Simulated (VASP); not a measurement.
The input files of a VASP run:

**INCAR**
```
SYSTEM=NiTe
PREC=Accurate; ENCUT=300; LREAL=.FALSE.
LASPH=.TRUE.
EDIFF=1E-6; NELM=100; ALGO=Normal
LMAXMIX=4
ISMEAR=-1; SIGMA=0.1
GGA=PE
MAGMOM=2.0 0.0
ISPIN=2
ISIF=2
LWAVE=.FALSE.; LCHARG=.FALSE.; LORBIT=11
```

**POSCAR**
```
NiTe
1
    3.3231050000     0.0000000000     0.0000000000
    0.0000000000     3.3231050000     0.0000000000
    0.0000000000     0.0000000000     3.3231050000
Ni Te
1 1
Direct
  0.0000000000   0.0000000000   0.0000000000
  0.5000000000   0.5000000000   0.5000000000
```

### KPOINTS
```
kpoints
0
Gamma
7 7 7
0 0 0
```

POTCAR, in this order: Ni Te (PBE.64 set). Program: vasp_std.

**Question.** Translate this PBE calculation to Quantum ESPRESSO's pw.x.

**Answer.** One equivalent input (not run):
```
&CONTROL
  calculation = 'scf'
  pseudo_dir = './pseudo'
  outdir = './out'
  tprnfor = .true.
  tstress = .true.
/
&SYSTEM
  ibrav = 0
  nat = 2
  ntyp = 2
  ecutwfc = 98
  occupations = 'smearing'
  smearing = 'fermi-dirac'
  degauss = 0.00735
  input_dft = 'pbe'
  nspin = 2
  starting_magnetization(1) = 0.2
/
&ELECTRONS
  conv_thr = 7.3e-08
  electron_maxstep = 100
/
ATOMIC_SPECIES
  Ni 58.693 Ni.upf
  Te 127.600 Te.upf
CELL_PARAMETERS angstrom
     3.3231050    0.0000000    0.0000000
     0.0000000    3.3231050    0.0000000
     0.0000000    0.0000000    3.3231050
ATOMIC_POSITIONS crystal
  Ni   0.0000000  0.0000000  0.0000000
  Te   0.5000000  0.5000000  0.5000000
K_POINTS automatic
  7 7 7 0 0 0
```
The two are equivalent in intent, not identical: the potentials are each code's own (VASP's PAW set, PseudoDojo norm-conserving files in pw.x), so ENCUT and ecutwfc are chosen apart and not converted; conv_thr bounds pw.x's estimated SCF error, while EDIFF bounds the energy change between steps; starting_magnetization is a fraction of the valence charge and MAGMOM a moment in μB, so they match only roughly.

The structure was generated: NiTe was put into an ordered model structure, which need not be its known phase. The cell was not relaxed at this level.
